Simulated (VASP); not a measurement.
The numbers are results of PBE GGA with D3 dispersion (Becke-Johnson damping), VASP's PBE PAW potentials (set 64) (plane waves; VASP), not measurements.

VASP input:

POSCAR:
```
CrO2
1
    4.5080059838     0.0000000000     0.0000000000
    0.0000000000     4.5080059838     0.0000000000
    0.0000000000     0.0000000000     2.9732758225
Cr O
2 4
Direct
  0.0000000000   1.0000000000   1.0000000000
  0.5000000000   0.5000000000   0.5000000000
  0.3031823860   0.3031823860   0.0000000000
  0.8031823860   0.1968176140   0.5000000000
  0.1968176140   0.8031823860   0.5000000000
  0.6968176140   0.6968176140   1.0000000000
```

### KPOINTS
```
Automatic mesh
0
Gamma
7 7 10
0 0 0
```

**INCAR**
```
SYSTEM = CrO2
PREC = Accurate
ENCUT = 520
EDIFF = 1E-7
NELM = 100
ALGO = Normal
LREAL = .FALSE.
LASPH = .TRUE.
ISMEAR = 1
SIGMA = 0.1
GGA = PE
IVDW = 12
LMAXMIX = 4
ISPIN = 2
MAGMOM = 2.1 2.1 -0.1 -0.1 -0.1 -0.1
LORBIT = 10
LWAVE = .FALSE.
LCHARG = .FALSE.
ISIF = 4
IBRION = 2
NSW = 30
EDIFFG = -0.01
```

POTCAR, in this order: Cr_pv O (PBE.64 set). Program: vasp_std.

What VASP printed:

### OUTCAR
```
 ion  position               nearest neighbor table
   1  0.000  0.000  0.000-   3 1.93   6 1.93   5 1.95   4 1.95   4 1.95   5 1.95
   2  0.500  0.500  0.500-   4 1.93   5 1.93   3 1.95   6 1.95   3 1.95   6 1.95
   3  0.303  0.303  0.000-   1 1.93   2 1.95   2 1.95
   4  0.803  0.197  0.500-   2 1.93   1 1.95   1 1.95
   5  0.197  0.803  0.500-   2 1.93   1 1.95   1 1.95
   6  0.697  0.697  0.000-   1 1.93   2 1.95   2 1.95
  LATTYP: Found a simple tetragonal cell.
 ALAT       =     4.5080059838
 C/A-ratio  =     0.6595545421
 Subroutine PRICEL returns:
 Original cell was already a primitive cell.
 Subroutine GETGRP returns: Found 16 space group operations
The static configuration has the point symmetry D_2h.
 The point group associated with its full space group is D_4h.
The dynamic configuration has the point symmetry D_2h.
The overall configuration has the point symmetry D_2h.
 Subroutine INISYM returns: Found 16 space group operations
 Subroutine IBZKPT returns following result:
 Found     60 irreducible k-points:

 Following reciprocal coordinates:
            Coordinates               Weight
  0.000000  0.000000  0.000000      1.000000
  0.142857  0.000000  0.000000      4.000000
  0.285714  0.000000  0.000000      4.000000
  0.428571  0.000000  0.000000      4.000000
  0.142857  0.142857  0.000000      4.000000
  0.285714  0.142857  0.000000      8.000000
  0.428571  0.142857  0.000000      8.000000
  0.285714  0.285714  0.000000      4.000000
  0.428571  0.285714  0.000000      8.000000
  0.428571  0.428571  0.000000      4.000000
  0.000000  0.000000  0.100000      2.000000
  0.142857  0.000000  0.100000      8.000000
  0.285714  0.000000  0.100000      8.000000
  0.428571  0.000000  0.100000      8.000000
  0.142857  0.142857  0.100000      8.000000
  0.285714  0.142857  0.100000     16.000000
  0.428571  0.142857  0.100000     16.000000
  0.285714  0.285714  0.100000      8.000000
  0.428571  0.285714  0.100000     16.000000
  0.428571  0.428571  0.100000      8.000000
  0.000000  0.000000  0.200000      2.000000
  0.142857  0.000000  0.200000      8.000000
  0.285714  0.000000  0.200000      8.000000
  0.428571  0.000000  0.200000      8.000000
  0.142857  0.142857  0.200000      8.000000
  0.285714  0.142857  0.200000     16.000000
  0.428571  0.142857  0.200000     16.000000
  0.285714  0.285714  0.200000      8.000000
  0.428571  0.285714  0.200000     16.000000
  0.428571  0.428571  0.200000      8.000000
  0.000000  0.000000  0.300000      2.000000
  0.142857  0.000000  0.300000      8.000000
  0.285714  0.000000  0.300000      8.000000
  0.428571  0.000000  0.300000      8.000000
  0.142857  0.142857  0.300000      8.000000
  0.285714  0.142857  0.300000     16.000000
  0.428571  0.142857  0.300000     16.000000
  0.285714  0.285714  0.300000      8.000000
  0.428571  0.285714  0.300000     16.000000
  0.428571  0.428571  0.300000      8.000000
   k-points           NKPTS =     60   k-points in BZ     NKDIM =     60   number of bands    NBANDS=     30
   number of dos      NEDOS =    301   number of ions     NIONS =      6
   total plane-waves  NPLWV =  31104
   dimension x,y,z NGX =    36 NGY =   36 NGZ =   24
   dimension x,y,z NGXF=    72 NGYF=   72 NGZF=   48
   ions per type =               2   4
   PREC   = accura    normal or accurate (medium, high low for compatibility)
   ISTART =      0    job   : 0-new  1-cont  2-samecut
   ICHARG =      2    charge: 1-file 2-atom 10-const
   ISPIN  =      2    spin polarized calculation?
   LNONCOLLINEAR =      F non collinear calculations
   LSORBIT =      F    spin-orbit coupling
...
```

File OSZICAR:
```
       N       E                     dE             d eps       ncg     rms          rms(c)
DAV:   1     0.607272896139E+03    0.60727E+03   -0.26587E+04  7200   0.176E+03
DAV:   2     0.862872471935E+01   -0.59864E+03   -0.56268E+03  7826   0.518E+02
DAV:   3    -0.646216668348E+02   -0.73250E+02   -0.71613E+02  8576   0.173E+02
DAV:   4    -0.666034868448E+02   -0.19818E+01   -0.19261E+01  8574   0.282E+01
DAV:   5    -0.666482013825E+02   -0.44715E-01   -0.44057E-01  8924   0.435E+00    0.381E+01
DAV:   6    -0.606730802452E+02    0.59751E+01   -0.17770E+02  8548   0.101E+02    0.460E+01
DAV:   7    -0.531428714417E+02    0.75302E+01   -0.12088E+02  8898   0.107E+02    0.177E+01
DAV:   8    -0.508524439034E+02    0.22904E+01   -0.84475E+00  8102   0.241E+01    0.765E+00
DAV:   9    -0.502483003160E+02    0.60414E+00   -0.25107E+00  9602   0.130E+01    0.260E+00
DAV:  10    -0.502802722276E+02   -0.31972E-01   -0.18501E-01  7956   0.351E+00    0.143E+00
DAV:  11    -0.502784486577E+02    0.18236E-02   -0.56552E-02  9056   0.226E+00    0.613E-01
DAV:  12    -0.502784118333E+02    0.36824E-04   -0.52667E-03  8828   0.509E-01    0.372E-01
DAV:  13    -0.502776454655E+02    0.76637E-03   -0.25573E-03  9358   0.495E-01    0.143E-01
DAV:  14    -0.502776354859E+02    0.99796E-05   -0.35085E-04  9352   0.148E-01    0.761E-02
DAV:  15    -0.502776298960E+02    0.55899E-05   -0.11661E-04  8702   0.999E-02    0.376E-02
DAV:  16    -0.502776266872E+02    0.32088E-05   -0.28359E-05  9704   0.456E-02    0.924E-03
DAV:  17    -0.502776266748E+02    0.12436E-07   -0.16675E-06  8484   0.901E-03    0.596E-03
DAV:  18    -0.502776266106E+02    0.64166E-07   -0.55496E-07  7870   0.740E-03
   1 F= -.51344409E+02 E0= -.51344534E+02  d E =-.513444E+02  mag=     4.0000
       N       E                     dE             d eps       ncg     rms          rms(c)
DAV:   1    -0.502913322330E+02   -0.13706E-01   -0.21950E+00  7200   0.104E+01    0.905E-01
DAV:   2    -0.502881135079E+02    0.32187E-02   -0.67766E-02  8762   0.210E+00    0.668E-01
DAV:   3    -0.502856282292E+02    0.24853E-02   -0.10341E-02  9718   0.102E+00    0.440E-01
DAV:   4    -0.502841694344E+02    0.14588E-02   -0.72173E-03 10268   0.748E-01    0.331E-01
DAV:   5    -0.502841152870E+02    0.54147E-04   -0.81188E-04  9248   0.264E-01    0.178E-01
DAV:   6    -0.502840805180E+02    0.34769E-04   -0.81634E-05 10270   0.717E-02    0.139E-01
DAV:   7    -0.502840744254E+02    0.60927E-05   -0.43355E-05 10584   0.484E-02    0.258E-02
DAV:   8    -0.502840749725E+02   -0.54712E-06   -0.31951E-06  8810   0.134E-02    0.914E-03
DAV:   9    -0.502840751693E+02   -0.19681E-06   -0.42939E-07  8114   0.469E-03    0.430E-03
DAV:  10    -0.502840752640E+02   -0.94732E-07   -0.57049E-08  4284   0.193E-03
   2 F= -.51350630E+02 E0= -.51350795E+02  d E =-.622130E-02  mag=     4.0000
       N       E                     dE             d eps       ncg     rms          rms(c)
DAV:   1    -0.502860428908E+02   -0.19677E-02   -0.37121E-01  7200   0.428E+00    0.377E-01
DAV:   2    -0.502854602827E+02    0.58261E-03   -0.11533E-02  8754   0.868E-01    0.282E-01
DAV:   3    -0.502850452516E+02    0.41503E-03   -0.18166E-03  9702   0.428E-01    0.182E-01
DAV:   4    -0.502847880975E+02    0.25715E-03   -0.12431E-03 10312   0.307E-01    0.141E-01
DAV:   5    -0.502847797623E+02    0.83352E-05   -0.13843E-04  9150   0.109E-01    0.752E-02
DAV:   6    -0.502847737380E+02    0.60243E-05   -0.14130E-05 10352   0.297E-02    0.595E-02
DAV:   7    -0.502847726878E+02    0.10502E-05   -0.74273E-06 10570   0.200E-02    0.120E-02
DAV:   8    -0.502847728173E+02   -0.12950E-06   -0.56482E-07  7286   0.568E-03    0.379E-03
DAV:   9    -0.502847728659E+02   -0.48574E-07   -0.70423E-08  4194   0.218E-03
   3 F= -.51351235E+02 E0= -.51351436E+02  d E =-.682609E-02  mag=     4.0000
```

**OUTCAR**
```
------------------------ aborting loop because EDIFF is reached ----------------------------------------
 Edisp (eV)   -1.06646
  FORCE on cell =-STRESS in cart. coord.  units (eV):
  Direction    XX          YY          ZZ          XY          YZ          ZX
  --------------------------------------------------------------------------------------
  Total      -4.45318    -4.45318    -4.47232    -0.00000     0.00000     0.00000
  in kB    -118.08013  -118.08013  -118.58748    -0.00000     0.00000     0.00000
  external pressure =     -118.25 kB  Pullay stress =        0.00 kB
  volume of cell :       60.42
      direct lattice vectors                 reciprocal lattice vectors
     4.523760039  0.000000000  0.000000000     0.221055050  0.000000000  0.000000000
     0.000000000  4.523760039  0.000000000     0.000000000  0.221055050  0.000000000
     0.000000000  0.000000000  2.952602936     0.000000000  0.000000000  0.338684212
 POSITION                                       TOTAL-FORCE (eV/Angst)
 -----------------------------------------------------------------------------------
      0.00000      0.00000      0.00000         0.000000      0.000000     -0.000000
      2.26188      2.26188      1.47630         0.000000      0.000000     -0.000000
      1.37923      1.37923      0.00000        -0.001627     -0.001627     -0.000000
      3.64111      0.88265      1.47630        -0.001627      0.001627      0.000000
      0.88265      3.64111      1.47630         0.001627     -0.001627     -0.000000
      3.14453      3.14453      0.00000         0.001627      0.001627      0.000000
 -----------------------------------------------------------------------------------
    total drift:                                0.000000     -0.000000      0.000000
  FREE ENERGIE OF THE ION-ELECTRON SYSTEM (eV)
  ---------------------------------------------------
  free  energy   TOTEN  =       -51.3512349239 eV

  energy  without entropy=      -51.3518373887  energy(sigma->0) =      -51.35143575

 total charge

# of ion       s       p       d       tot
------------------------------------------
    1        0.345   6.416   3.961  10.721
    2        0.345   6.416   3.961  10.721
    3        1.570   3.432   0.000   5.002
    4        1.570   3.432   0.000   5.002
    5        1.570   3.432   0.000   5.002
    6        1.570   3.432   0.000   5.002
--------------------------------------------------
tot          6.969  26.561   7.922  41.452

 magnetization (x)

# of ion       s       p       d       tot
------------------------------------------
    1        0.025   0.030   2.090   2.145
    2        0.025   0.030   2.090   2.145
    3       -0.003  -0.093   0.000  -0.096
    4       -0.003  -0.093   0.000  -0.096
    5       -0.003  -0.093   0.000  -0.096
    6       -0.003  -0.093   0.000  -0.096
--------------------------------------------------
tot          0.038  -0.312   4.180   3.906

 reached required accuracy - stopping structural energy minimisation
```
(Selected blocks of OUTCAR.)

**CONTCAR**
```
CrO2
   1.00000000000000
     4.5237600393132480    0.0000000000000000    0.0000000000000000
     0.0000000000000000    4.5237600393132480    0.0000000000000000
     0.0000000000000000    0.0000000000000000    2.9526029355722119
  Cr              O
     2     4
Direct
     0.0000000000000000    0.0000000000000000    0.0000000000000000
     0.5000000000000000    0.5000000000000000    0.5000000000000000
     0.3048853553448383    0.3048853553448383    0.0000000000000000
     0.8048853553448383    0.1951146446551617    0.5000000000000000
     0.1951146446551617    0.8048853553448383    0.5000000000000000
     0.6951146446551617    0.6951146446551617    0.0000000000000000
```

The compound is CrO2 in the rutile structure. This cell is one point of a volume scan, at 1.06 of the reference volume. Symmetry was kept, so distortions that lower it aren't found.
